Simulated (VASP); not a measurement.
VASP runs on InP (space group Pm-3m) share one base input (PBE GGA, plane waves, VASP's PBE PAW potentials (set 64)) and change the settings named in each case.

File POSCAR:
```
InP
1.0
  3.1791090000   0.0000000000   0.0000000000
  0.0000000000   3.1791090000   0.0000000000
  0.0000000000   0.0000000000   3.1791090000
In P
1 1
Direct
  0.0000000000   0.0000000000   0.0000000000
  0.5000000000   0.5000000000   0.5000000000
```

### KPOINTS
```
Automatic mesh
0
Gamma
8 8 8
0 0 0
```

INCAR:
```
# general
SYSTEM  = InP
PREC    = Accurate
ENCUT   = 300   # plane-wave cut-off (eV)
LREAL   = F
LASPH   = T   # aspherical one-centre terms

# electronic loop
EDIFF   = 1E-6
NELM    = 100
ALGO    = Normal   # blocked Davidson
LMAXMIX = 4

# smearing
ISMEAR  = -1
SIGMA   = 0.1

# functional
GGA     = PE

# ions
ISIF    = 2   # forces and stress, cell fixed

# output
LWAVE   = F
LCHARG  = F
```

POTCAR, in this order: In_d P (PBE.64 set). Program: vasp_std.

| change | E(σ→0) (eV/atom) | pressure (GPa) | −TS (eV) |
|---|---|---|---|
| base run | -3.2935 | 27.26 | -0.0347 |
| GGA removed, POTCAR In_d P (LDA.64 set) | -4.1469 | 19.56 | -0.0329 |
| GGA_COMPAT = .FALSE., LNONCOLLINEAR = .TRUE., LSORBIT = .TRUE., MAGMOM = 0.0 0.0 0.0 0.0 0.0 0.0, program vasp_ncl | -3.3106 | 27.11 | -0.0348 |
| KPOINTS 2×2×2 Γ-centred mesh | -2.9569 | 29.27 | -0.1096 |
 Energies of different potentials or functionals have different zeros.  Unless said otherwise, spin-orbit coupling is left out, though it shifts the bands of the heavy elements here. At 300 eV the pressure can carry a Pulay error.

Left out are runs that ran out of time, are held back, or changed the cell or the kind of run, fixed moments of cells without a moment, rows past the twelfth, gaps on odd meshes, pressures of charged cells and columns that move by less than the noise.

The structure was generated: InP was put into an ordered model structure, which need not be its known phase. The cell was not relaxed at this level.
